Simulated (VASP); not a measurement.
# Cs2AgBiBr6: what each functional gives, and what it costs, part 5 of 6

How far up the ladder of functionals must one climb to get the gap of Cs2AgBiBr6 right? The start is a cell from a database of measured crystal structures.

VASP 6.6.1, plane waves and PAW; the level of theory is named at each step.

So far, least gap on mesh and path (eV): step 2 (bands, level LDA, k 2×2×2) 1.06; step 4 (bands, level PBE, k 2×2×2) 1.24; step 5 (bands, level r2SCAN, k 2×2×2) 1.63; step 7 (bands, level BLYP, k 2×2×2) 1.26; step 8 (bands, level LAK, k 2×2×2) 1.93.

### Step 10. Bands with HSE06, k 2×2×2

This step: HSE06; plane waves and PAW (Cs_sv, Ag, Bi_d, Br) (VASP 6.6.1).

HSE06 mixes in a quarter of exact exchange at short range, at far higher cost; in semiconductors this cures much of the gap error, while metals seldom gain.

The input, INCAR:

```
SYSTEM = Cs2AgBiBr6
PREC = Accurate
ENCUT = 400
EDIFF = 1E-06
NELM = 100
ISMEAR = 0
SIGMA = 0.02
LREAL = .FALSE.
ALGO = Normal
LHFCALC = .TRUE.
AEXX = 0.25
GGA = PE
HFSCREEN = 0.2
LASPH = .TRUE.
NBANDS = 53
PRECFOCK = Fast
LORBIT = 11
LWAVE = .FALSE.
LCHARG = .FALSE.
```

The input, POSCAR:

```
Cs2AgBiBr6
1.0
    0.0000000000      5.6161000000      5.6161000000
    5.6161000000      0.0000000000      5.6161000000
    5.6161000000      5.6161000000      0.0000000000
Cs Ag Bi Br
2 1 1 6
Direct
    0.2500000000      0.2500000000      0.2500000000
    0.7500000000      0.7500000000      0.7500000000
    0.5000000000      0.5000000000      0.5000000000
    0.0000000000      0.0000000000      0.0000000000
    0.2505500000      0.7494500000      0.2505500000
    0.2505500000      0.7494500000      0.7494500000
    0.7494500000      0.2505500000      0.7494500000
    0.7494500000      0.2505500000      0.2505500000
    0.2505500000      0.2505500000      0.7494500000
    0.7494500000      0.7494500000      0.2505500000
```

The input, KPOINTS:

```
Automatic mesh
0
Gamma
2 2 2
0 0 0
```

The input, KPOINTS_OPT:

```
Line mode
6
Line-mode
Reciprocal
  0.00000000   0.00000000   0.00000000 GAMMA
  0.50000000   0.00000000   0.50000000 X

  0.50000000   0.00000000   0.50000000 X
  0.50000000   0.25000000   0.75000000 W

  0.50000000   0.25000000   0.75000000 W
  0.37500000   0.37500000   0.75000000 K

  0.37500000   0.37500000   0.75000000 K
  0.00000000   0.00000000   0.00000000 GAMMA

  0.00000000   0.00000000   0.00000000 GAMMA
  0.50000000   0.50000000   0.50000000 L

  0.50000000   0.50000000   0.50000000 L
  0.62500000   0.25000000   0.62500000 U

  0.62500000   0.25000000   0.62500000 U
  0.50000000   0.25000000   0.75000000 W

  0.50000000   0.25000000   0.75000000 W
  0.50000000   0.50000000   0.50000000 L

  0.50000000   0.50000000   0.50000000 L
  0.37500000   0.37500000   0.75000000 K

  0.62500000   0.25000000   0.62500000 U
  0.50000000   0.00000000   0.50000000 X
```

Potentials, in the order of the species: Cs_sv, Ag, Bi_d and Br (PBE family, release 64).

The WAVECAR or CHGCAR of an earlier step is read.

The run is started by

```console
mpirun -np 8 vasp_std
```

What it wrote:

```text
[banner, memory and clock lines left out]
running    8 mpi-ranks, on    1 nodes
[...]
[... a notice as in an earlier step ...]

 LDA part: xc-table for (Slater+PW92), standard interpolation
|                                                                             |
|           W    W    AA    RRRRR   N    N  II  N    N   GGGG   !!!           |
|           W    W   A  A   R    R  NN   N  II  NN   N  G    G  !!!           |
|           W    W  A    A  R    R  N N  N  II  N N  N  G       !!!           |
|           W WW W  AAAAAA  RRRRR   N  N N  II  N  N N  G  GGG   !            |
|           WW  WW  A    A  R   R   N   NN  II  N   NN  G    G                |
|           W    W  A    A  R    R  N    N  II  N    N   GGGG   !!!           |
|                                                                             |
|     The number of bands has been changed from the values supplied in        |
|     The orbitals not found in the WAVECAR file will be initialized with     |
|     random numbers, which is usually adequate. For correlated               |
[...]
1 F= -.35315818E+02 E0= -.35315818E+02  d E =-.830109E-25
 Start KPOINTS_OPT (optional k-point list driver)
k-point batch [1-3\60]
       N       E                     dE             ncg
DAV:   1     0.126670103197E+03   -0.77476E+03      352
DAV:   2    -0.182550721755E+04   -0.19522E+04      384
DAV:   3    -0.210478132581E+04   -0.27927E+03      392
DAV:   4    -0.211629865960E+04   -0.11517E+02      392
DAV:   5    -0.211660056833E+04   -0.30191E+00      416
DAV:   6    -0.211661093248E+04   -0.10364E-01      440
DAV:   7    -0.211661137614E+04   -0.44366E-03      448
DAV:   8    -0.211661138810E+04   -0.11963E-04      344
DAV:   9    -0.211661138856E+04   -0.45384E-06      280
[...]
k-point batch [58-60\60]
       N       E                     dE             ncg
DAV:   1     0.139709072645E+03   -0.40937E+04      336
DAV:   2    -0.184220387467E+04   -0.19819E+04      400
DAV:   3    -0.211418014242E+04   -0.27198E+03      392
DAV:   4    -0.212473031464E+04   -0.10550E+02      408
DAV:   5    -0.212500740062E+04   -0.27709E+00      432
DAV:   6    -0.212501623230E+04   -0.88317E-02      424
DAV:   7    -0.212501660185E+04   -0.36954E-03      488
DAV:   8    -0.212501661240E+04   -0.10559E-04      408
DAV:   9    -0.212501661274E+04   -0.33099E-06      296
```

Elapsed: 19 min, on 8 MPI ranks of Intel Xeon 6975P-C (Granite Rapids), shared host; peak memory 3.2 GiB.

From OUTCAR (step 10):

```text
 POSITION                                       TOTAL-FORCE (eV/Angst)
 -----------------------------------------------------------------------------------
      2.80805      2.80805      2.80805        -0.000000     -0.000000      0.000000
      8.42415      8.42415      8.42415        -0.000000     -0.000000     -0.000000
      5.61610      5.61610      5.61610         0.000000     -0.000000      0.000000
      0.00000      0.00000      0.00000         0.000000     -0.000000      0.000000
      5.61610      2.81423      5.61610         0.000000      0.054952      0.000000
      8.41797      5.61610      5.61610        -0.054952     -0.000000      0.000000
      5.61610      8.41797      5.61610         0.000000     -0.054952      0.000000
      2.81423      5.61610      5.61610         0.054952     -0.000000      0.000000
      5.61610      5.61610      2.81423         0.000000     -0.000000      0.054952
      5.61610      5.61610      8.41797         0.000000     -0.000000     -0.054952
 -----------------------------------------------------------------------------------
    total drift:                                0.000079     -0.000040     -0.000010

  FREE ENERGIE OF THE ION-ELECTRON SYSTEM (eV)
  ---------------------------------------------------
  free  energy   TOTEN  =       -35.3158175526 eV

  energy  without entropy=      -35.3158175526  energy(sigma->0) =      -35.31581755

[... 1 part as in an earlier step ...]

[... 2 further parts left out ...]
[key lines of the parts left out:]
E-fermi :   0.9440
```

The k-mesh is coarse for exact exchange; levels may shift by about 0.1 eV on a finer one.

Electronic bands along the path, in eV, zero at the valence-band top; v1 is the highest filled band, c1 the lowest empty one:

```csv
point,v4,v3,v2,v1,c1,c2,c3,c4
Γ,-1.46,-1.46,-0.90,-0.90,3.17,3.17,3.17,4.57
0.60 of the way,-1.85,-1.47,-0.91,-0.80,3.53,3.53,3.71,5.59
X,-1.91,-1.48,-0.91,0.00,3.70,3.70,4.09,5.63
0.40 of the way,-1.89,-1.52,-1.06,-0.05,3.63,3.74,4.06,5.92
W,-1.73,-1.73,-1.53,-0.12,3.54,3.91,3.91,6.56
0.60 of the way,-1.83,-1.66,-1.34,-0.18,3.31,3.98,4.11,6.42
K,-1.85,-1.65,-1.26,-0.21,3.22,3.99,4.20,6.35
0.60 of the way,-1.64,-1.54,-1.42,-1.13,2.94,3.40,4.00,5.13
Γ,-1.46,-1.46,-0.90,-0.90,3.17,3.17,3.17,4.57
0.60 of the way,-1.61,-1.61,-1.38,-1.38,2.51,4.08,4.08,5.33
L,-1.75,-1.53,-1.53,-1.36,2.16,4.60,4.60,5.92
0.40 of the way,-1.78,-1.77,-1.47,-0.87,2.42,4.42,4.54,6.10
U,-1.85,-1.65,-1.26,-0.21,3.22,3.99,4.20,6.35
0.40 of the way,-1.83,-1.66,-1.34,-0.18,3.31,3.98,4.11,6.42
W,-1.73,-1.73,-1.53,-0.12,3.54,3.91,3.91,6.56
0.40 of the way,-1.78,-1.72,-1.50,-0.45,2.87,4.16,4.36,6.39
L,-1.75,-1.53,-1.53,-1.36,2.16,4.60,4.60,5.92
0.40 of the way,-1.78,-1.77,-1.47,-0.87,2.42,4.42,4.54,6.10
K,-1.85,-1.65,-1.26,-0.21,3.22,3.99,4.20,6.35
jump to U,-1.85,-1.65,-1.26,-0.21,3.22,3.99,4.20,6.35
0.40 of the way,-1.89,-1.53,-1.06,-0.07,3.47,3.91,4.05,5.95
X,-1.91,-1.48,-0.91,0.00,3.70,3.70,4.09,5.63
```

Of the projections kept (Cs, Ag, Bi, Br), the largest for each band there; the rest of the weight can lie on other orbitals:

```csv
point,v4,v3,v2,v1,c1,c2,c3,c4
Γ,Br 1.00,Br 1.00,Br 0.58,Br 0.58,Bi 0.57,Bi 0.57,Bi 0.57,Br 0.58
X,Br 0.71,Br 1.00,Br 0.58,Br 0.60,Bi 0.58,Bi 0.58,Bi 0.59,Ag 0.57
W,Br 0.97,Br 0.97,Br 0.57,Br 0.61,Bi 0.41,Bi 0.58,Bi 0.58,Br 0.45
K,Br 0.83,Br 0.95,Br 0.61,Br 0.61,Bi 0.47,Bi 0.58,Bi 0.54,Ag 0.43
Γ,Br 1.00,Br 1.00,Br 0.58,Br 0.58,Bi 0.57,Bi 0.57,Bi 0.57,Br 0.58
L,Br 0.98,Br 0.73,Br 0.73,Br 0.77,Bi 0.50,Bi 0.50,Bi 0.50,Br 0.51
```

The gap is 2.16 eV, indirect, from X to L. Against LDA that is +1.10 eV; this run took 7.5 times the core time, on fewer points of the path.

### Step 11. Bands with PBE + SOC

This step: PBE, spin-orbit coupling; plane waves and PAW (Cs_sv, Ag, Bi_d, Br) (VASP 6.6.1).

Spin-orbit coupling needs spinors and the noncollinear program, where each band holds one electron.

The input, INCAR:

```
SYSTEM = Cs2AgBiBr6
PREC = Accurate
ENCUT = 400
EDIFF = 1E-06
NELM = 100
ISMEAR = 0
SIGMA = 0.02
LREAL = .FALSE.
ALGO = Normal
GGA = PE
LNONCOLLINEAR = .TRUE.
MAGMOM = 0 0 0 0 0 0 0 0 0 0 0 0 0 0 0 0 0 0 0 0 0 0 0 0 0 0 0 0 0 0
NBANDS = 106
GGA_COMPAT = .FALSE.
LASPH = .TRUE.
LSORBIT = .TRUE.
LMAXMIX = 4
LORBIT = 11
LWAVE = .FALSE.
LCHARG = .FALSE.
KPAR = 2
NCORE = 4
```

POSCAR is that of step 10.

The input, KPOINTS:

```
Automatic mesh
0
Gamma
3 3 3
0 0 0
```

Edit KPOINTS_OPT of step 10 so:

```diff
@@ -1,3 +1,3 @@
 Line mode
-6
+12
 Line-mode
```

The run is started by

```console
mpirun -np 8 vasp_ncl
```

What it wrote:

```text
[banner, memory and clock lines left out]
running    8 mpi-ranks, on    1 nodes
[...]
LDA part: xc-table for (Slater+PW92), standard interpolation
 POSCAR, INCAR and KPOINTS ok, starting setup
[...]
entering main loop
       N       E                     dE             d eps       ncg     rms          rms(c)
DAV:   1     0.651535328068E+03    0.65154E+03   -0.32128E+04   880   0.117E+03
DAV:   2     0.461945066805E+02   -0.60534E+03   -0.58297E+03  1024   0.276E+02
DAV:   3    -0.289414506080E+02   -0.75136E+02   -0.74586E+02  1024   0.120E+02
DAV:   4    -0.316262758462E+02   -0.26848E+01   -0.26764E+01  1016   0.280E+01
[...]
DAV:  13    -0.305581123248E+02   -0.11874E-04   -0.13343E-05   968   0.172E-02    0.878E-03
DAV:  14    -0.305581143056E+02   -0.19808E-05   -0.35847E-06   944   0.703E-03    0.329E-03
DAV:  15    -0.305581146029E+02   -0.29727E-06   -0.13904E-06   704   0.588E-03
   1 F= -.30558115E+02 E0= -.30558115E+02  d E =-.146693E-14  mag=     0.0000    -0.0000    -0.0000
 Start KPOINTS_OPT (optional k-point list driver)
k-point batch [1-4\120]
       N       E                     dE             ncg
DAV:   1     0.376216265208E+03    0.13829E+02      912
DAV:   2    -0.202596962735E+04   -0.24022E+04     1012
DAV:   3    -0.232826420940E+04   -0.30229E+03     1032
DAV:   4    -0.233911144163E+04   -0.10847E+02     1008
DAV:   5    -0.233952464957E+04   -0.41321E+00     1208
DAV:   6    -0.233953305734E+04   -0.84078E-02     1152
DAV:   7    -0.233953329631E+04   -0.23896E-03     1216
DAV:   8    -0.233953329985E+04   -0.35398E-05     1160
DAV:   9    -0.233953329993E+04   -0.82812E-07      672
[...]
k-point batch [117-120\120]
       N       E                     dE             ncg
DAV:   1     0.340856429051E+03   -0.49944E+04      880
DAV:   2    -0.206583691635E+04   -0.24067E+04     1024
DAV:   3    -0.234263437493E+04   -0.27680E+03     1024
DAV:   4    -0.235205210482E+04   -0.94177E+01     1008
DAV:   5    -0.235242712264E+04   -0.37502E+00     1184
DAV:   6    -0.235243704393E+04   -0.99213E-02     1152
DAV:   7    -0.235243719550E+04   -0.15156E-03     1200
DAV:   8    -0.235243719840E+04   -0.29012E-05     1144
DAV:   9    -0.235243719845E+04   -0.49468E-07      664
```

Wall time 13 min (8 MPI ranks); peak memory 3.5 GiB; 84 min of CPU time.

OUTCAR, selected parts (step 11):

```text
  Total        4.1017581      4.1017581      4.1017581     -0.0000000     -0.0000000      0.0000000
  in kB       18.5500950     18.5500950     18.5500950     -0.0000000     -0.0000000      0.0000000
  external PRESSURE =      18.5500950 kB  Pullay stress =       0.0000000 kB

 POSITION                                       TOTAL-FORCE (eV/Angst)
 -----------------------------------------------------------------------------------
      2.80805      2.80805      2.80805         0.000000      0.000000      0.000000
      8.42415      8.42415      8.42415        -0.000000      0.000000      0.000000
      5.61610      5.61610      5.61610        -0.000000      0.000000      0.000000
      0.00000      0.00000      0.00000        -0.000000      0.000000      0.000000
      5.61610      2.81423      5.61610        -0.000000      0.347748      0.000000
      8.41797      5.61610      5.61610        -0.347748      0.000000      0.000000
      5.61610      8.41797      5.61610        -0.000000     -0.347748      0.000000
      2.81423      5.61610      5.61610         0.347748      0.000000      0.000000
      5.61610      5.61610      2.81423        -0.000000      0.000000      0.347748
      5.61610      5.61610      8.41797        -0.000000      0.000000     -0.347748
 -----------------------------------------------------------------------------------
    total drift:                                0.000000      0.000000      0.000000

  FREE ENERGIE OF THE ION-ELECTRON SYSTEM (eV)
  ---------------------------------------------------
  free  energy   TOTEN  =       -30.5581146029 eV

  energy  without entropy=      -30.5581146029  energy(sigma->0) =      -30.55811460

 magnetization (x)
# of ion       s       p       d       tot
------------------------------------------
    1        0.000  -0.000   0.000   0.000
    2       -0.000  -0.000   0.000  -0.000
    3        0.000   0.000   0.000   0.000
    4        0.000   0.000  -0.000  -0.000
    5        0.000   0.000  -0.000   0.000
    6        0.000   0.000   0.000   0.000
    7        0.000   0.000   0.000   0.000
    8        0.000   0.000   0.000   0.000
    9       -0.000   0.000   0.000  -0.000
   10       -0.000   0.000   0.000  -0.000
--------------------------------------------------
tot          0.000  -0.000   0.000   0.000

 magnetization (y)
# of ion       s       p       d       tot
------------------------------------------
    1       -0.000  -0.000   0.000  -0.000
    2        0.000  -0.000   0.000   0.000
    3        0.000   0.000   0.000   0.000
    4        0.000  -0.000  -0.000  -0.000
    5        0.000   0.000   0.000   0.000
    6       -0.000   0.000   0.000  -0.000
    7        0.000   0.000   0.000   0.000
    8       -0.000   0.000   0.000  -0.000
    9        0.000   0.000  -0.000   0.000
   10        0.000   0.000  -0.000   0.000
--------------------------------------------------
tot         -0.000  -0.000  -0.000  -0.000

 magnetization (z)
# of ion       s       p       d       tot
------------------------------------------
    1       -0.000   0.000   0.000  -0.000
    2       -0.000   0.000   0.000  -0.000
    3        0.000   0.000   0.000   0.000
    4       -0.000   0.000  -0.000  -0.000
    5       -0.000   0.000   0.000  -0.000
    6        0.000   0.000  -0.000   0.000
    7       -0.000   0.000  -0.000  -0.000
    8        0.000   0.000  -0.000   0.000
    9        0.000   0.000   0.000   0.000
   10        0.000   0.000   0.000   0.000
--------------------------------------------------
tot         -0.000   0.000  -0.000  -0.000

[... 1 part as in an earlier step ...]

[... 2 further parts left out ...]
[key lines of the parts left out:]
E-fermi :   1.1935
```

VASP adds spin-orbit coupling inside the spheres on scalar-relativistic partial waves, which describe the 6p1/2 states imperfectly, so such gaps can be off by a tenth of an eV or more.

Electronic bands along the path, in eV, zero at the valence-band top; v1 is the highest filled band, c1 the lowest empty one:

```csv
point,v4,v3,v2,v1,c1,c2,c3,c4
Γ,-0.70,-0.70,-0.70,-0.70,1.37,1.37,2.73,2.73
0.55 of the way,-0.90,-0.90,-0.71,-0.71,1.77,1.77,3.04,3.04
X,-0.72,-0.72,0.00,0.00,1.91,1.91,3.32,3.32
0.45 of the way,-0.91,-0.91,-0.06,-0.06,1.94,1.94,3.21,3.21
W,-1.30,-1.30,-0.10,-0.10,1.96,1.96,3.12,3.12
0.45 of the way,-1.19,-1.19,-0.14,-0.14,1.92,1.92,3.11,3.11
K,-1.05,-1.05,-0.21,-0.21,1.86,1.86,3.10,3.10
0.45 of the way,-1.30,-1.30,-0.93,-0.93,1.63,1.63,2.78,2.78
Γ,-0.70,-0.70,-0.70,-0.70,1.37,1.37,2.73,2.73
0.45 of the way,-1.16,-1.16,-0.96,-0.96,1.47,1.47,2.79,2.79
L,-1.29,-1.29,-1.15,-1.15,1.11,1.11,3.33,3.33
0.45 of the way,-1.23,-1.23,-0.74,-0.74,1.39,1.39,3.21,3.21
U,-1.05,-1.05,-0.21,-0.21,1.86,1.86,3.10,3.10
0.55 of the way,-1.19,-1.19,-0.14,-0.14,1.92,1.92,3.11,3.11
W,-1.30,-1.30,-0.10,-0.10,1.96,1.96,3.12,3.12
0.55 of the way,-1.25,-1.25,-0.63,-0.63,1.47,1.47,3.18,3.18
L,-1.29,-1.29,-1.15,-1.15,1.11,1.11,3.33,3.33
0.55 of the way,-1.20,-1.20,-0.62,-0.62,1.49,1.49,3.17,3.17
K,-1.05,-1.05,-0.21,-0.21,1.86,1.86,3.10,3.10
jump to U,-1.05,-1.05,-0.21,-0.21,1.86,1.86,3.10,3.10
0.55 of the way,-0.81,-0.81,-0.04,-0.04,1.92,1.92,3.25,3.25
X,-0.72,-0.72,0.00,0.00,1.91,1.91,3.32,3.32
```

Of the projections kept (Cs, Ag, Bi, Br), the largest for each band there; the rest of the weight can lie on other orbitals:

```csv
point,v4,v3,v2,v1,c1,c2,c3,c4
Γ,Br 0.53,Br 0.53,Br 0.53,Br 0.53,Bi 0.52,Bi 0.52,Bi 0.56,Bi 0.56
X,Br 0.52,Br 0.52,Br 0.57,Br 0.57,Bi 0.51,Bi 0.51,Bi 0.57,Bi 0.57
W,Br 0.52,Br 0.52,Br 0.57,Br 0.57,Bi 0.44,Bi 0.44,Bi 0.42,Bi 0.42
K,Br 0.56,Br 0.56,Br 0.57,Br 0.57,Bi 0.44,Bi 0.44,Bi 0.47,Bi 0.47
Γ,Br 0.53,Br 0.53,Br 0.53,Br 0.53,Bi 0.52,Bi 0.52,Bi 0.56,Bi 0.56
L,Br 0.82,Br 0.82,Br 0.68,Br 0.68,Bi 0.46,Bi 0.46,Br 0.45,Br 0.45
```

The gap is 1.11 eV, indirect, from X to L. Against PBE that is -0.13 eV, on another mesh; this run took 7.5 times the core time. The gap lies -0.99 eV from the measured 2.10 eV.

[end of part 5 of 6]

[Lines on the potential files, build, host, timing and source positions are cut from VASP's logs without a mark.]

[Logs are printed without paths, hosts, clocks, repeated set-up lines and the standing remarks that a program may print on its own settings, such as how far it seeks lower states.]

[Hosts, paths, dates, database ids (printed as entryN), source tags and the programs' standing remarks are cut or masked in the printed files.]

[A measured line is paired with the nearest computed mode of its activity, which favours agreement.]
